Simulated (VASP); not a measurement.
# H9C3Cl in VASP: notebook, part 2 of 2

VASP 6.6.1. The steps go on from the part before.

## 4. Single point, PBEsol

Input file INCAR:

```
PREC = Accurate
ENCUT = 520
EDIFF = 1E-6
ISMEAR = -1
SIGMA = 0.05
LREAL = Auto
LASPH = T
NELM = 100
ALGO = Normal
ISIF = 2
LWAVE = F
LCHARG = T
GGA = PS
LELF = T
LVHAR = T
NBANDS = 67
```

Input file KPOINTS:

```
Automatic mesh
0
Gamma
  1 1 1
```

Input file POSCAR:

```
H9C3Cl
1.0
    7.6151130000      0.0000000000      0.0000000000
    0.0000000000      7.6151130000      0.0000000000
    0.0000000000      0.0000000000      7.6151130000
C Cl H
9 3 27
Direct
    0.0757835110      1.0010619672      0.8316225905
    0.2461552442      0.2510927940      0.3302905682
    0.7054261703      0.5722173788      0.7759701005
    0.6574032454      0.1087180190      0.4681742740
    0.7177306496      0.2332992301      0.3275197623
    0.8821405539      0.7416304919      0.3691869050
    0.8049913376      0.7401597324      0.1854207548
    0.2710924972      0.6272920704      0.5833662613
    0.3854046552      0.6962864504      0.4276758598
    0.1902663821      0.8789101357      0.9919616426
    0.1707394230      0.4017668549      0.1789073911
    0.5759205412      0.4257586197      0.9023109703
   -0.0291394231      0.9287189829      0.7757205967
    0.0312930353      1.1164509312      0.9095071866
    0.1771477324      1.0420856526      0.7424709259
    0.2185128441      0.1176476304      0.2724713343
    0.3961595842      0.2776321244      0.3511175737
    0.1896885837      0.2855899840      0.4624225537
    0.6336215891      0.6946187141      0.7647949545
    0.8302043581      0.5866360749      0.8488120925
    0.7273037183      0.5238398957      0.6411723634
    0.7645060553      0.0840040062      0.5617644807
    0.5505499393      0.1497942315      0.5546470551
    0.6029588793     -0.0117529444      0.3954373363
    0.6100237777      0.2914073632      0.2564636927
    0.7931202071      0.3541378834      0.3486225352
    0.7913080213      0.1688615783      0.2204826114
    0.7799621621      0.7697850314      0.4698551420
    0.9585149951      0.6216979315      0.3850107017
    0.9801430392      0.8457655192      0.3774205320
    0.9028493733      0.7418537322      0.0830453862
    0.7299957335      0.6164714824      0.1510548826
    0.7275794857      0.8590548820      0.1589602150
    0.2404166557      0.7318341829      0.6778100338
    0.1431232865      0.5575360471      0.5657040152
    0.3664554945      0.5424344983      0.6514282848
    0.4542151902      0.5912453302      0.3460487060
    0.3177103216      0.7728972636      0.3244075301
    0.4874779928      0.7900473703      0.4968146894
```

The run is started by

```
$ cat potpaw_PBE.64/C/POTCAR potpaw_PBE.64/Cl/POTCAR potpaw_PBE.64/H/POTCAR > POTCAR
$ mpirun -np 1 vasp_gam > vasp.out
```

It took 2.6 min on 1 thread of AMD EPYC, shared host; peak memory 0.4 GiB.

Results (log left out):

| Property | Result |
| --- | --- |
| Free energy | -188.3449 eV |
| Pressure | 0.3 GPa |
| Largest force | 2.428 eV/Å |
| Band gap on the k mesh | 5.63 eV, direct |

Forces on the atoms (eV/Å):
```
C    0.763  1.423  1.813
C    1.886 -0.171  1.083
C    0.366 -0.384  0.110
C   -0.020 -0.713 -0.420
C    0.140  0.582 -1.101
C   -0.258  0.315 -0.708
C   -0.839 -0.694 -0.109
C    0.771 -0.026 -0.404
C    0.473  0.515  0.482
Cl   0.299 -0.591  0.285
Cl  -0.522  0.732 -0.834
Cl  -0.074 -0.205 -0.215
H   -0.893 -0.723 -0.569
H   -0.225 -0.165 -0.643
H    0.192  0.254 -0.881
H    0.240  0.638  0.868
H   -1.801 -0.643 -0.479
H   -0.108 -0.688 -0.723
H   -0.123  0.536  0.171
H   -0.156  0.172 -0.328
H    0.024 -0.258  0.221
H    0.132 -0.677 -0.168
H   -0.366  0.605 -0.056
H    0.826  0.772  0.979
H   -0.939  0.058 -0.490
H    0.401 -0.081  1.061
H    0.093 -0.314  0.227
H    0.429 -0.507 -0.172
H   -0.142 -0.468  0.536
H    0.211  0.452  0.125
H    0.948  0.069 -0.247
H   -0.033  0.851  0.568
H   -0.456 -0.070  0.038
H    0.095  0.223 -0.073
H    0.683  0.097 -0.545
H   -0.484 -0.340  0.398
H   -0.304  0.591  1.004
H   -0.170  0.132  0.385
H   -1.057 -1.302 -1.190
```

Stress tensor (GPa, compression positive):
```
 0.56 -1.27  0.53
-1.27  0.76 -1.91
 0.53 -1.91 -0.46
```

Levels at points of the mesh, in eV from the valence-band top:
```csv
k point,band 40,band 41,band 42,band 43,band 44,band 45
"(0.00, 0.00, 0.00)",-0.16,-0.10,0.00,5.63,6.16,6.18
```

Caveat: the PAW data sets were made with another functional, which shifts forces and pressure a little. A hybrid or GW would open this gap; PBEsol tends to underestimate it.

## 5. Single point, PBEsol

Input file INCAR:

```
ALGO     = Fast           # electronic algorithm
EDIFF    = 1E-7           # SCF threshold, eV
ENCUT    = 520            # plane-wave cutoff, eV
GGA      = PS             # functional
ISIF     = 2              # what is computed and relaxed
ISMEAR   = -1             # smearing method
LASPH    = T              # aspherical terms in the spheres
LCHARG   = F              # write CHGCAR
LREAL    = Auto         
LWAVE    = F              # write WAVECAR
NBANDS   = 67             # bands
NELM     = 100            # most SCF steps
PREC     = Accurate       # precision mode
SIGMA    = 0.05           # smearing width, eV
```

Input file KPOINTS:

```
k-points
0
Gamma
  1 1 1
```

Input file POSCAR:

```
H9C3Cl
1.0
    7.6151130000      0.0000000000      0.0000000000
    0.0000000000      7.6151130000      0.0000000000
    0.0000000000      0.0000000000      7.6151130000
C Cl H
9 3 27
Direct
    0.1136555689      1.0500172486      0.8069873684
    0.2687813037      0.2625962346      0.3210063987
    0.7026422326      0.5656120927      0.7876573860
    0.6422360377      0.1206154131      0.4650620418
    0.7324776402      0.2544939254      0.3645776497
    0.9356000364      0.7767580074      0.3762780670
    0.8183463594      0.7380849109      0.2168188443
    0.3043421680      0.6242586289      0.5883169429
    0.3773680049      0.7326220898      0.4379317812
    0.1983949549      0.9025867377      0.9757044971
    0.1832277472      0.4130207917      0.1779487711
    0.5893280901      0.4070458311      0.9066050629
   -0.0089952703      0.9688891025      0.7644141328
    0.0556393582      1.1731933590      0.8579649442
    0.2142581469      1.0717372152      0.7046513952
    0.2917093942      0.1452112398      0.2400095704
    0.3923119723      0.3065877026      0.3828964849
    0.1821772047      0.2322618194      0.4319830842
    0.6391763326      0.6946843730      0.8069873684
    0.8362581094      0.5717052393      0.8322529160
    0.6849405912      0.5347524062      0.6470160062
    0.7339352679      0.0613910785      0.5588492252
    0.5283834921      0.1610350365      0.5423031805
    0.5901947877      0.0234533618      0.3684909206
    0.6589002685      0.3253136231      0.2528393210
    0.7596079008      0.3708021142      0.4478856716
    0.8639924319      0.2250130760      0.3090433458
    0.8530667897      0.8118198640      0.4938469068
    1.0256577939      0.6687228410      0.3955555223
    1.0182252056      0.8821668175      0.3363574513
    0.8898883050      0.7132395803      0.0872869516
    0.7361808026      0.6215534819      0.2239231381
    0.7226025405      0.8454766200      0.1822691272
    0.2195896502      0.7032068992      0.6719269957
    0.2100034497      0.5245752755      0.5490003891
    0.4030275060      0.5648241858      0.6744876931
    0.4389166648      0.6468190295      0.3304218861
    0.3011117498      0.8074338490      0.3436718536
    0.4823172026      0.8034023921      0.4969066119
```

The run is started by

```
$ cat potpaw_PBE.64/C/POTCAR potpaw_PBE.64/Cl/POTCAR potpaw_PBE.64/H/POTCAR > POTCAR
$ mpirun -np 1 vasp_gam > vasp.out
```

Wall time 3.1 min (1 thread of AMD EPYC, shared host); peak memory 0.45 GiB.

The run converged. Its results:

```yaml
Free_energy: -188.2656 eV
Pressure: 1.0 GPa
Largest_force: 4.031 eV/Å
Band_gap_on_the_k_mesh: 5.49 eV, direct
```

Forces in eV/Å, atoms in the order of the input:
```
C   -1.891 -1.566  0.092
C    0.804 -1.038  0.641
C   -0.888  0.695 -0.714
C   -0.728 -1.837 -0.306
C    0.720  3.697 -1.435
C   -1.706 -0.435 -0.809
C   -0.193  0.363 -1.400
C   -1.212  0.344 -0.412
C    1.067 -2.304 -1.209
Cl   0.052  0.969 -0.358
Cl  -0.652  1.077 -0.631
Cl  -0.310 -0.547  0.458
H    1.552  1.020 -0.239
H    0.638 -0.155  0.365
H   -0.296 -0.185  0.204
H    0.130 -0.215  0.382
H   -0.139  0.184 -0.472
H   -0.418 -0.013 -0.168
H    0.078 -0.078  0.202
H    0.818 -0.072 -0.005
H    0.490 -0.041  0.106
H    0.004 -0.424  0.049
H   -0.141  0.435  0.135
H    0.263 -0.224  0.661
H    0.317 -1.116  0.790
H    0.208 -0.003  0.160
H   -0.375 -0.479  0.086
H    0.675 -0.279 -0.509
H    0.076 -0.599  0.493
H    0.660  1.316  0.081
H    0.041  0.397  1.140
H   -0.270 -0.508  0.561
H    0.538 -0.231  0.393
H    0.004  0.562  0.495
H   -0.019 -0.661 -0.396
H    0.104 -0.038 -0.204
H    0.046  0.143  1.125
H   -0.969  0.700  0.686
H    0.924  1.151 -0.038
```

Stress tensor (GPa, compression positive):
```
 1.64  0.70 -0.21
 0.70  2.56 -0.41
-0.21 -0.41 -1.31
```

Levels at points of the mesh, in eV from the valence-band top:
```
           k point  band 39  band 40  band 41  band 42  band 43  band 44  band 45  band 46
(0.00, 0.00, 0.00)    -0.30    -0.24    -0.05     0.00     5.49     5.87     6.36     6.67
```

Caveat: the PAW data sets were made with another functional, which shifts forces and pressure a little.

## 6. Single point, PBEsol

Input file INCAR:

```
PREC     = Accurate       # precision mode
ENCUT    = 520            # plane-wave cutoff, eV
EDIFF    = 1E-6           # SCF threshold, eV
ISMEAR   = -1             # smearing method
SIGMA    = 0.05           # smearing width, eV
LREAL    = Auto         
LASPH    = T              # aspherical terms in the spheres
NELM     = 100            # most SCF steps
ALGO     = Normal         # electronic algorithm
ISIF     = 2              # what is computed and relaxed
LWAVE    = F              # write WAVECAR
LCHARG   = F              # write CHGCAR
GGA      = PS             # functional
NBANDS   = 67             # bands
```

Input file KPOINTS:

```
regular mesh
0
Gamma
  1 1 1
```

Input file POSCAR:

```
H9C3Cl
1.0
    7.6151130000      0.0000000000      0.0000000000
    0.0000000000      7.6151130000      0.0000000000
    0.0000000000      0.0000000000      7.6151130000
C Cl H
9 3 27
Direct
    0.1231892422      1.0638844099      0.8120562361
    0.2415985160      0.2559121578      0.3018208660
    0.7124385416      0.5596502639      0.7745649999
    0.6291173880      0.1211669479      0.4516544928
    0.7408951121      0.2919063709      0.4104863579
    0.9503076317      0.7781631080      0.3916159878
    0.8511626814      0.7469094681      0.2226230917
    0.2930619677      0.6220524896      0.5683828986
    0.4188119073      0.7323200588      0.4589688951
    0.2054204580      0.9061848458      0.9685476762
    0.1753092830      0.4055488080      0.1448172864
    0.5950404150      0.4012153201      0.9025604742
    0.0018253176      1.0294660106      0.7466993595
    0.0921851061      1.1769753121      0.9011685053
    0.2213624407      1.1159781871      0.7255309278
    0.2711975515      0.1321713808      0.2304233699
    0.3497781320      0.3209801352      0.3650503939
    0.1353230083      0.2346780672      0.3979849019
    0.7206459051      0.6937782801      0.8315569316
    0.8497838443      0.5081474169      0.7668697759
    0.6400824256      0.5685667435      0.6443896499
    0.7258723541      0.0269070203      0.5037876654
    0.5256520816      0.1569904478      0.5573653339
    0.5616462947      0.0630325512      0.3425293886
    0.6750786233      0.4126531018      0.3767245476
    0.8406703880      0.3172113139      0.5187578963
    0.8363631636      0.2817948992      0.3006390056
    0.8505586194      0.7645717142      0.4958692012
    1.0616126117      0.6875144203      0.3990354444
    1.0063934705      0.9159417595      0.3905523135
    0.9310039129      0.7313614388      0.1118827784
    0.7896271533      0.6180079009      0.2120388759
    0.7416173601      0.8363500318      0.1898067698
    0.2055123804      0.6958924969      0.6605548729
    0.1883754056      0.5616068993      0.4834727994
    0.3696333856      0.5238924229      0.6502726880
    0.5284097557      0.6798191964      0.3947544836
    0.3506054342      0.7844926267      0.3392201797
    0.4782726139      0.8418785118      0.5375100803
```

Potentials or basis: VASP PAW PBE potentials, release 64 (C, Cl, H).

The run is started by

```
$ cat potpaw_PBE.64/C/POTCAR potpaw_PBE.64/Cl/POTCAR potpaw_PBE.64/H/POTCAR > POTCAR
$ mpirun -np 1 vasp_gam > vasp.out
```

OUTCAR:

```text
PREC = Accurate
   ENCUT = 520
   EDIFF = 1E-6
   ISMEAR = -1
   LREAL = Auto
   LASPH = T
   NELM = 100
   ISIF = 2
   GGA = PS

 ion  position               nearest neighbor table
   1  0.123  0.064  0.812-  15 1.07  13 1.08  14 1.12  10 1.80
   2  0.242  0.256  0.302-  17 1.08  18 1.10  16 1.11  11 1.73
   3  0.712  0.560  0.775-  19 1.11  20 1.12  21 1.14  12 1.79
   4  0.629  0.121  0.452-  24 1.07  22 1.10  23 1.16   5 1.59
   5  0.741  0.292  0.410-  25 1.08  27 1.11  26 1.14   4 1.59
   6  0.950  0.778  0.392-  29 1.09  28 1.10  30 1.13   7 1.51
   7  0.851  0.747  0.223-  31 1.05  32 1.09  33 1.11   6 1.51
   8  0.293  0.622  0.568-  34 1.12  35 1.12  36 1.13   9 1.52
   9  0.419  0.732  0.459-  37 1.05  39 1.12  38 1.12   8 1.52
  10  0.205  0.906  0.969-   1 1.80
  11  0.175  0.406  0.145-   2 1.73
  12  0.595  0.401  0.903-   3 1.79
  13  0.002  0.029  0.747-   1 1.08
  14  0.092  0.177  0.901-   1 1.12
  15  0.221  0.116  0.726-   1 1.07
[... 22 lines left out ...]
  38  0.351  0.784  0.339-   9 1.12
  39  0.478  0.842  0.538-   9 1.12

  LATTYP: Found a simple cubic cell.
 ALAT       =     7.6151130000

  Lattice vectors:

[... 235 lines left out ...]

 k-point     1 :       0.0000    0.0000    0.0000
  band No.  band energies     occupation
      1     -18.0800      2.00000
      2     -17.6623      2.00000
      3     -17.5717      2.00000
      4     -15.1370      2.00000
      5     -14.7722      2.00000
      6     -14.6499      2.00000
[... 46 lines left out ...]
     53       5.1184      0.00000
     54       5.3581      0.00000
 [bands above 54 left out]

------------------------ aborting loop because EDIFF is reached ----------------------------------------

  FORCE on cell =-STRESS in cart. coord.  units (eV):
  Direction    XX          YY          ZZ          XY          YZ          ZX
  --------------------------------------------------------------------------------------
  -------------------------------------------------------------------------------------
  Total       -0.5102476      0.8843991      1.3475381     -3.2357984      0.0151077     -1.1392513
  in kB       -1.8512389      3.2087053      4.8890287    -11.7398617      0.0548125     -4.1333392
  external PRESSURE =       2.0821650 kB  Pullay stress =       0.0000000 kB

 VOLUME and BASIS-vectors are now :
 -----------------------------------------------------------------------------
  energy-cutoff  :      520.00
  volume of cell :      441.60
      direct lattice vectors                 reciprocal lattice vectors
     7.615113000  0.000000000  0.000000000     0.131317815  0.000000000  0.000000000
     0.000000000  7.615113000  0.000000000     0.000000000  0.131317815  0.000000000
     0.000000000  0.000000000  7.615113000     0.000000000  0.000000000  0.131317815

 POSITION                                       TOTAL-FORCE (eV/Angst)
 -----------------------------------------------------------------------------------
      0.93810      0.48649      6.18390        -0.321570      1.245096      2.199884
      1.83980      1.94880      2.29840        -0.430916     -0.825138      0.056941
      5.42530      4.26180      5.89840         0.144618     -0.110976     -0.658188
      4.79080      0.92270      3.43940         0.657262      2.340037      1.482570
      5.64200      2.22290      3.12590         1.353130     -1.293731      0.369168
      7.23670      5.92580      2.98220        -0.594484      1.169400     -0.908372
[... 31 lines left out ...]
      2.66990      5.97400      2.58320        -0.054981      0.384480      0.694010
      3.64210      6.41100      4.09320        -0.543190     -0.240089     -0.360161
 -----------------------------------------------------------------------------------
    total drift:                               -0.005017      0.014232      0.009741

  FREE ENERGIE OF THE ION-ELECTRON SYSTEM (eV)
  ---------------------------------------------------
  free  energy   TOTEN  =      -188.1445853573 eV

  energy  without entropy=     -188.1445853572  energy(sigma->0) =     -188.14458536
```

OSZICAR:

```text
N       E                     dE             d eps       ncg     rms          rms(c)
DAV:   1     0.551191587677E+03    0.55119E+03   -0.39422E+04   134   0.110E+03
DAV:   2    -0.132460846415E+03   -0.68365E+03   -0.64877E+03   177   0.234E+02
DAV:   3    -0.205396242085E+03   -0.72935E+02   -0.72424E+02   172   0.824E+01
DAV:   4    -0.207290443623E+03   -0.18942E+01   -0.18893E+01   172   0.155E+01
DAV:   5    -0.207341591816E+03   -0.51148E-01   -0.51118E-01   172   0.251E+00    0.276E+01
DAV:   6    -0.190623172510E+03    0.16718E+02   -0.25592E+01   164   0.167E+01    0.125E+01
DAV:   7    -0.188538864373E+03    0.20843E+01   -0.85754E+00   172   0.950E+00    0.680E+00
DAV:   8    -0.188164272948E+03    0.37459E+00   -0.65587E-01   172   0.298E+00    0.321E+00
DAV:   9    -0.188130181487E+03    0.34091E-01   -0.14535E-01   172   0.150E+00    0.571E-01
DAV:  10    -0.188138381416E+03   -0.81999E-02   -0.18869E-02   164   0.545E-01    0.269E-01
DAV:  11    -0.188142951327E+03   -0.45699E-02   -0.35493E-03   156   0.301E-01    0.102E-01
DAV:  12    -0.188144247171E+03   -0.12958E-02   -0.28373E-03   164   0.257E-01    0.703E-02
DAV:  13    -0.188144558089E+03   -0.31092E-03   -0.10786E-03   156   0.122E-01    0.291E-02
DAV:  14    -0.188144569435E+03   -0.11345E-04   -0.56997E-05   172   0.269E-02    0.211E-02
DAV:  15    -0.188144577758E+03   -0.83227E-05   -0.98239E-06   156   0.118E-02    0.102E-02
DAV:  16    -0.188144583965E+03   -0.62070E-05   -0.56160E-06   156   0.990E-03    0.362E-03
DAV:  17    -0.188144585144E+03   -0.11792E-05   -0.14165E-06   132   0.508E-03    0.178E-03
DAV:  18    -0.188144585357E+03   -0.21354E-06   -0.48138E-07   116   0.276E-03
   1 F= -.18814459E+03 E0= -.18814459E+03  d E =-.271759E-10
```

stdout:

```text
POSCAR found type information on POSCAR C ClH
 POSCAR found :  3 types and      39 ions
 scaLAPACK will be used
 -----------------------------------------------------------------------------
|                                                                             |
|                                                                             |
|     You enforced a specific xc type in the INCAR file but a different       |
|     I HOPE YOU KNOW WHAT YOU ARE DOING!                                     |
|                                                                             |
 -----------------------------------------------------------------------------

 LDA part: xc-table for (Slater+PW92), standard interpolation
 POSCAR, INCAR and KPOINTS ok, starting setup
 FFT: planning ... GRIDC
 FFT: planning ... GRID_SOFT
 FFT: planning ... GRID
 WAVECAR not read
 entering main loop
```

Wall time 3.2 min (1 thread of AMD EPYC, shared host); peak memory 0.41 GiB.

Results:

```yaml
Free_energy: -188.1446 eV
Pressure: 0.2 GPa
Largest_force: 2.847 eV/Å
Band_gap_on_the_k_mesh: 5.59 eV, direct
```

Forces in eV/Å, atoms in the order of the input:
```
C   -0.322  1.245  2.200
C   -0.431 -0.825  0.057
C    0.145 -0.111 -0.658
C    0.657  2.340  1.483
C    1.353 -1.294  0.369
C   -0.594  1.169 -0.908
C   -1.339 -0.353  0.306
C    0.066 -0.812  0.319
C   -1.756  2.032  0.405
Cl  -0.096  0.126 -0.922
Cl  -0.709  0.888 -0.935
Cl   0.089  0.488  0.044
H   -0.262 -0.731 -0.244
H   -0.064 -0.310 -0.463
H    0.839 -0.303 -0.651
H    0.202  0.262  0.508
H    0.775 -0.276  0.453
H    0.050 -0.044 -0.123
H   -0.397 -0.471  0.314
H   -0.620  0.258 -0.378
H    0.909 -0.129  0.856
H   -0.393 -0.167  0.118
H    1.123 -0.553 -0.907
H   -0.301 -0.150 -0.817
H   -0.792  0.479  0.253
H   -1.104  0.004 -0.251
H   -0.406 -0.634 -0.285
H    0.617 -0.028  0.461
H   -0.428  0.065  0.191
H   -0.340 -0.736  0.221
H    1.529  0.565 -1.614
H   -0.411 -0.624  0.736
H    0.309  0.324  0.226
H    0.823  0.167 -0.196
H    1.124 -0.528  0.428
H   -0.808  0.324 -0.485
H    1.562 -1.802 -0.441
H   -0.055  0.384  0.694
H   -0.543 -0.240 -0.360
```

Stress tensor (GPa, compression positive):
```
-0.19 -1.17 -0.41
-1.17  0.32  0.01
-0.41  0.01  0.49
```

Levels at points of the mesh, in eV from the valence-band top:
```
           k point  band 39  band 40  band 41  band 42  band 43  band 44  band 45  band 46
(0.00, 0.00, 0.00)    -0.31    -0.18    -0.02     0.00     5.59     5.94     6.17     6.55
```

Caveat: the PAW data sets were made with another functional, which shifts forces and pressure a little. Expect the measured gap to be larger: semilocal functionals such as PBEsol lack the derivative discontinuity.
